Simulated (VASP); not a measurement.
# Band-edge properties of AsN (F-43m), part 2 of 3

Aim: the gap of AsN, the masses at its band edges and their response to strain. The cell is generated by rule, not measured, and may not be a known phase.

VASP 6.6.1, plane waves and PAW; the level of theory is named at each step.

So far. Step 3 (Bands on a dense mesh): At 53.7 GPa the cell is away from the equilibrium volume of this level: left free, it would expand.

The structure was built from a prototype and need not be the compound's stable phase.

## (4) Bands with spin-orbit coupling

This step: LDA, spin-orbit coupling; plane waves and PAW (As, N); invented cell (VASP 6.6.1).

Spin-orbit coupling can split and shift the band edges, more so for heavy elements, so the bands are solved again with spinors.

INCAR

```
SYSTEM = AsN
PREC = Accurate
ENCUT = 520
EDIFF = 1E-06
NELM = 100
ISMEAR = 0
SIGMA = 0.02
LREAL = .FALSE.
ALGO = Normal
GGA = CA
LNONCOLLINEAR = .TRUE.
MAGMOM = 0 0 0 0 0 0
NBANDS = 22
GGA_COMPAT = .FALSE.
LASPH = .TRUE.
LSORBIT = .TRUE.
LORBIT = 11
LWAVE = .FALSE.
LCHARG = .FALSE.
KPAR = 4
ISIF = 2
```

POSCAR

```
AsN
1.0
    0.0000000000      2.2285700000      2.2285700000
    2.2285700000      0.0000000000      2.2285700000
    2.2285700000      2.2285700000      0.0000000000
As N
1 1
Direct
    0.0000000000      0.0000000000      0.0000000000
    0.2500000000      0.2500000000      0.2500000000
```

KPOINTS

```
Automatic mesh
0
Gamma
10 10 10
0 0 0
```

KPOINTS_OPT

```
Line mode
16
Line-mode
Reciprocal
  0.00000000   0.00000000   0.00000000 GAMMA
  0.50000000   0.00000000   0.50000000 X

  0.50000000   0.00000000   0.50000000 X
  0.50000000   0.25000000   0.75000000 W

  0.50000000   0.25000000   0.75000000 W
  0.37500000   0.37500000   0.75000000 K

  0.37500000   0.37500000   0.75000000 K
  0.00000000   0.00000000   0.00000000 GAMMA

  0.00000000   0.00000000   0.00000000 GAMMA
  0.50000000   0.50000000   0.50000000 L

  0.50000000   0.50000000   0.50000000 L
  0.62500000   0.25000000   0.62500000 U

  0.62500000   0.25000000   0.62500000 U
  0.50000000   0.25000000   0.75000000 W

  0.50000000   0.25000000   0.75000000 W
  0.50000000   0.50000000   0.50000000 L

  0.50000000   0.50000000   0.50000000 L
  0.37500000   0.37500000   0.75000000 K

  0.62500000   0.25000000   0.62500000 U
  0.50000000   0.00000000   0.50000000 X
```

Potentials, in the order of the species: As and N (LDA family, release 64).

Command:

```sh
$ mpirun -np 4 vasp_ncl
```

Log:

```text
[... set-up lines as in an earlier step ...]
 entering main loop
       N       E                     dE             d eps       ncg     rms          rms(c)
DAV:   1     0.311094106054E+02    0.31109E+02   -0.48809E+03  3212   0.837E+02
DAV:   2    -0.111626317527E+02   -0.42272E+02   -0.40267E+02  4304   0.177E+02
DAV:   3    -0.129096514963E+02   -0.17470E+01   -0.17285E+01  4040   0.316E+01
DAV:   4    -0.129159245594E+02   -0.62731E-02   -0.62720E-02  3524   0.223E+00
DAV:   5    -0.129159469237E+02   -0.22364E-04   -0.22365E-04  3830   0.123E-01    0.115E+01
DAV:   6    -0.114783452675E+02    0.14376E+01   -0.54585E+00  3386   0.188E+01    0.452E+00
DAV:   7    -0.114423913788E+02    0.35954E-01   -0.41909E-01  3368   0.533E+00    0.362E+00
DAV:   8    -0.114407593438E+02    0.16320E-02   -0.12127E-01  3296   0.284E+00    0.136E+00
DAV:   9    -0.114252452564E+02    0.15514E-01   -0.31943E-02  3296   0.157E+00    0.165E-01
DAV:  10    -0.114254592312E+02   -0.21397E-03   -0.33795E-03  3752   0.453E-01    0.640E-02
DAV:  11    -0.114254216087E+02    0.37623E-04   -0.74662E-05  3482   0.724E-02    0.126E-02
DAV:  12    -0.114254206110E+02    0.99770E-06   -0.51129E-06  3668   0.190E-02
   1 F= -.11425421E+02 E0= -.11425191E+02  d E =-.458759E-03  mag=    -0.0000    -0.0000    -0.0000
 Start KPOINTS_OPT (optional k-point list driver)
k-point batch [1-73\160]
       N       E                     dE             ncg
DAV:   1     0.335078750794E+04   -0.17820E+05     3212
DAV:   2     0.341771799096E+03   -0.30090E+04     4340
DAV:   3     0.218220756433E+03   -0.12355E+03     4028
DAV:   4     0.217754409967E+03   -0.46635E+00     3572
DAV:   5     0.217753128838E+03   -0.12811E-02     3836
DAV:   6     0.217753122754E+03   -0.60840E-05     3446
DAV:   7     0.217753122677E+03   -0.77204E-07     2990
[...]
k-point batch [147-160\160]
       N       E                     dE             ncg
DAV:   1     0.251180773456E+05   -0.58419E+04      616
DAV:   2     0.246172872260E+05   -0.50079E+03      848
DAV:   3     0.246003635573E+05   -0.16924E+02      784
DAV:   4     0.246003159756E+05   -0.47582E-01      688
DAV:   5     0.246003158642E+05   -0.11144E-03      730
DAV:   6     0.246003158638E+05   -0.38250E-06      662
```

Run time: 41 s. Hardware: 4 MPI ranks of AMD EPYC 7R43, shared host; peak memory 0.81 GiB; 2.7 min of CPU time.

Parts of OUTCAR (step 4):

```text
The static configuration has the point symmetry T_d .

 Found     73 irreducible k-points:

   k-points           NKPTS =     73   k-points in BZ     NKDIM =     73   number of bands    NBANDS=     22

   NELECT =      10.0000    total number of electrons

 E-fermi :   9.5961

 k-point     1 :       0.0000    0.0000    0.0000
  band No.  band energies     occupation
    ...
      6       4.5569      1.00000
      7       4.5569      1.00000
      8       4.5569      1.00000
      9       5.3680      1.00000
     10       5.3680      1.00000
     11      11.5094      0.00000
     12      11.5094      0.00000
     13      11.9498      0.00000
     14      11.9498      0.00000
     15      11.9498      0.00000
    ...

 k-point     2 :       0.1000    0.0000    0.0000
  band No.  band energies     occupation
    ...
      6       4.3686      1.00000
      7       4.4140      1.00000
      8       4.4161      1.00000
      9       6.5481      1.00000
     10       6.5481      1.00000
     11      11.5568      0.00000
     12      11.5568      0.00000
     13      11.9810      0.00000
     14      11.9810      0.00000
     15      12.1657      0.00000
    ...

  Total        7.3316592      7.3316592      7.3316592     -0.0000000     -0.0000000      0.0000000
  in kB      530.6449236    530.6449236    530.6449236     -0.0000000     -0.0000000      0.0000000
  external PRESSURE =     530.6449236 kB  Pullay stress =       0.0000000 kB

 POSITION                                       TOTAL-FORCE (eV/Angst)
 -----------------------------------------------------------------------------------
      0.00000      0.00000      0.00000        -0.000000     -0.000000      0.000000
      1.11428      1.11428      1.11428         0.000000      0.000000     -0.000000
 -----------------------------------------------------------------------------------
    total drift:                               -0.000000     -0.000000     -0.000000

  FREE ENERGIE OF THE ION-ELECTRON SYSTEM (eV)
  ---------------------------------------------------
  free  energy   TOTEN  =       -11.4254206110 eV

  energy  without entropy=      -11.4249618516  energy(sigma->0) =      -11.42519123

 Spin-Orbit-Coupling matrix elements
 Ion:    1  E_soc:     -0.0192416
 Ion:    2  E_soc:     -0.0001666

 total charge
# of ion       s       p       d       tot
------------------------------------------
    1        1.347   1.292   0.211   2.851
    2        1.371   2.359   0.000   3.730
--------------------------------------------------
tot          2.719   3.651   0.211   6.581

 magnetization (x)
# of ion       s       p       d       tot
------------------------------------------
    1       -0.000  -0.000   0.000  -0.000
    2       -0.000   0.000   0.000   0.000
--------------------------------------------------
tot         -0.000   0.000   0.000   0.000

 magnetization (y)
# of ion       s       p       d       tot
------------------------------------------
    1       -0.000   0.000   0.000  -0.000
    2        0.000  -0.000   0.000  -0.000
--------------------------------------------------
tot         -0.000  -0.000   0.000  -0.000

 magnetization (z)
# of ion       s       p       d       tot
------------------------------------------
    1       -0.000  -0.000  -0.000  -0.000
    2       -0.000  -0.000   0.000  -0.000
--------------------------------------------------
tot         -0.000  -0.000  -0.000  -0.000

[... 6 parts as in an earlier step ...]

[... 6 further parts left out ...]
```

Numbers from this step:

```yaml
bands: 22
irreducible_k_points: 73
free_energy_toten: -11.43 eV
energy_at_zero_smearing: -11.43 eV
fermi_energy: 9.596 eV
pressure: 53.06 GPa
```

The spin moment in the PAW sphere vanishes on all atoms.

On-site spin-orbit energy by atom:

```
atom  on-site spin-orbit energy (eV)
 As1                         -0.0192
  N2                         -0.0002
```

Electronic bands along the path, in eV, zero at the Fermi level; # counts the bands kept, so #1 is VASP's band 3:

```
          point     #5     #6     #7     #8     #9    #10   #11   #12
              Γ  -5.04  -5.04  -4.23  -4.23   1.91   1.91  2.35  2.35
0.53 of the way  -6.99  -6.99  -0.98  -0.98  -0.42  -0.42  5.00  5.00
              X  -8.07  -8.07  -2.51  -2.51  -0.81  -0.81  7.31  7.31
0.47 of the way  -8.59  -8.59  -1.26  -1.21   0.15   0.15  5.93  6.06
              W  -9.14  -9.09   1.14   1.16   1.47   1.49  3.30  3.53
0.53 of the way  -8.22  -8.17  -0.30  -0.27   1.53   1.54  4.45  4.61
              K  -7.58  -7.58  -1.22  -1.22   1.53   1.53  5.71  5.88
0.47 of the way  -5.84  -5.84  -0.74  -0.72   2.04   2.07  3.32  3.34
              Γ  -5.04  -5.04  -4.23  -4.23   1.91   1.91  2.35  2.35
0.47 of the way  -5.64  -5.63  -2.28  -2.28   2.46   2.46  2.90  2.90
              L  -6.21  -6.21  -2.58  -2.58   3.07   3.07  3.27  3.27
0.47 of the way  -6.75  -6.74  -0.94  -0.92   1.99   2.02  4.22  4.25
              U  -7.58  -7.58  -1.22  -1.22   1.53   1.53  5.71  5.88
0.47 of the way  -8.22  -8.17  -0.30  -0.27   1.53   1.54  4.45  4.61
              W  -9.14  -9.09   1.14   1.16   1.47   1.49  3.30  3.53
0.53 of the way  -7.09  -7.03  -0.43  -0.40   1.72   1.76  3.84  3.97
              L  -6.21  -6.21  -2.58  -2.58   3.07   3.07  3.27  3.27
0.53 of the way  -6.86  -6.86  -0.80  -0.78   1.95   1.97  4.42  4.52
              K  -7.58  -7.58  -1.22  -1.22   1.53   1.53  5.71  5.88
      jump to U  -7.58  -7.58  -1.22  -1.22   1.53   1.53  5.71  5.88
0.53 of the way  -8.00  -7.99  -2.00  -1.97  -0.20  -0.20  6.90  7.02
              X  -8.07  -8.07  -2.51  -2.51  -0.81  -0.81  7.31  7.31
```

Of the projections kept (As, N), the largest for each band there; the rest of the weight can lie on other orbitals:

```
point      #5      #6       #7       #8       #9      #10      #11      #12
    Γ  N 0.80  N 0.80   N 0.60   N 0.60  As 0.95  As 0.95  As 0.96  As 0.96
    X  N 0.61  N 0.61  As 0.75  As 0.75  As 0.58  As 0.58   N 0.84   N 0.84
    W  N 0.56  N 0.52   N 0.67   N 0.66   N 0.67   N 0.67  As 0.76  As 0.77
    K  N 0.63  N 0.63  As 0.66  As 0.66   N 0.67   N 0.68  As 0.50   N 0.53
    Γ  N 0.80  N 0.80   N 0.60   N 0.60  As 0.95  As 0.95  As 0.96  As 0.96
    L  N 0.70  N 0.70  As 0.60  As 0.60  As 0.83  As 0.83  As 0.85  As 0.85
```

## (5) Orbitals for bands with HSE06

This step: PBE; plane waves and PAW (As, N); invented cell (VASP 6.6.1).

The hybrid starts from PBE orbitals, which saves many expensive cycles.

INCAR

```
SYSTEM = AsN
PREC = Accurate
ENCUT = 520
EDIFF = 1E-05
NELM = 100
ISMEAR = 0
SIGMA = 0.02
LREAL = .FALSE.
ALGO = Normal
GGA = PE
NBANDS = 11
LORBIT = 11
LWAVE = .TRUE.
LCHARG = .FALSE.
KPAR = 4
```

POSCAR is that of step 4.

KPOINTS

```
Automatic mesh
0
Gamma
6 6 6
0 0 0
```

Command:

```sh
$ mpirun -np 4 vasp_std
```

Log:

```text
[banner, memory and clock lines left out]
running    4 mpi-ranks, on    1 nodes
 distrk:  each k-point on    1 cores,    4 groups
 distr:  one band on    1 cores,    1 groups

 POSCAR found type information on POSCAR AsN
 POSCAR found :  2 types and       2 ions
|                                                                             |
|               ----> ADVICE to this user running VASP <----                  |
|                                                                             |
|     You enforced a specific xc type in the INCAR file but a different       |
|     [... a line on the potential file left out ...]
|     I HOPE YOU KNOW WHAT YOU ARE DOING!                                     |
|                                                                             |

 LDA part: xc-table for (Slater+PW92), standard interpolation
 POSCAR, INCAR and KPOINTS ok, starting setup
 FFT: planning ... GRIDC
 FFT: planning ... GRID_SOFT
 FFT: planning ... GRID
 WAVECAR not read
 entering main loop
       N       E                     dE             d eps       ncg     rms          rms(c)
DAV:   1     0.256242778171E+02    0.25624E+02   -0.55573E+03   352   0.835E+02
DAV:   2    -0.985708330470E+01   -0.35481E+02   -0.34319E+02   437   0.151E+02
DAV:   3    -0.110331070163E+02   -0.11760E+01   -0.11567E+01   439   0.258E+01
DAV:   4    -0.110362562288E+02   -0.31492E-02   -0.31491E-02   376   0.164E+00
DAV:   5    -0.110362651225E+02   -0.88936E-05   -0.88945E-05   424   0.824E-02    0.118E+01
DAV:   6    -0.941867996580E+01    0.16176E+01   -0.13170E+01   367   0.199E+01    0.489E+00
DAV:   7    -0.937157787148E+01    0.47102E-01   -0.63858E-01   361   0.480E+00    0.375E+00
DAV:   8    -0.936338552340E+01    0.81923E-02   -0.77083E-02   388   0.154E+00    0.983E-01
DAV:   9    -0.936049862520E+01    0.28869E-02   -0.12293E-02   385   0.489E-01    0.172E-01
DAV:  10    -0.936047459172E+01    0.24033E-04   -0.61475E-04   391   0.159E-01    0.428E-02
DAV:  11    -0.936047640432E+01   -0.18126E-05   -0.33435E-05   372   0.380E-02
   1 F= -.93604764E+01 E0= -.93598803E+01  d E =-.119212E-02
 writing wavefunctions
```

Elapsed: 2.6 s, on 4 MPI ranks; peak memory 0.42 GiB; 7.3 s of CPU time.

OUTCAR, selected parts (step 5):

```text
   k-points           NKPTS =     16   k-points in BZ     NKDIM =     16   number of bands    NBANDS=     11

   NELECT =      10.0000    total number of electrons

 E-fermi :  10.3947

 k-point     1 :       0.0000    0.0000    0.0000
  band No.  band energies     occupation
      1     -11.6855      2.00000
      2       4.9051      2.00000
      3       4.9051      2.00000
      4       4.9051      2.00000
      5       5.5221      2.00000
      6      12.1893      0.00000
      7      12.1893      0.00000
      8      12.1893      0.00000
      9      19.6682      0.00000
     10      23.2811      0.00000
    ...

  Total        9.0986598      9.0986598      9.0986598      0.0000000      0.0000000     -0.0000000
  in kB      658.5354714    658.5354714    658.5354714      0.0000000      0.0000000     -0.0000000
  external PRESSURE =     658.5354714 kB  Pullay stress =       0.0000000 kB

  FREE ENERGIE OF THE ION-ELECTRON SYSTEM (eV)
  ---------------------------------------------------
  free  energy   TOTEN  =        -9.3604764043 eV

  energy  without entropy=       -9.3592842799  energy(sigma->0) =       -9.35988034

[... 7 parts as in an earlier step ...]

[... 10 further parts left out ...]
```

The k-mesh is coarse for a metal. The PAW data sets were made with LDA, a small mismatch for this functional.

This step gave:

| Item | Value |
| --- | --- |
| SCF cycles | 11 |
| bands | 11 |
| irreducible k-points | 16 |
| free energy (TOTEN) | -9.360 eV |
| energy at zero smearing | -9.360 eV |
| Fermi energy | 10.39 eV |
| pressure | 65.85 GPa |

(Part 2 of 3 ends here.)

[Lines on the potential files, build, host, timing and source positions are cut from VASP's logs without a mark.]

[Logs are printed without paths, hosts, clocks, repeated set-up lines and the standing remarks that a program may print on its own settings, such as how far it seeks lower states.]

[Hosts, paths, dates, database ids (printed as entryN), source tags and the programs' standing remarks are cut or masked in the printed files.]

[In band tables of VASP the shares of atoms and orbitals are scaled to a sum of 1 inside the atoms' spheres.]

[Gaps and slopes under strain along one axis are those of the sampled path and mesh points; where strain splits equal valleys, another of them can be the edge.]
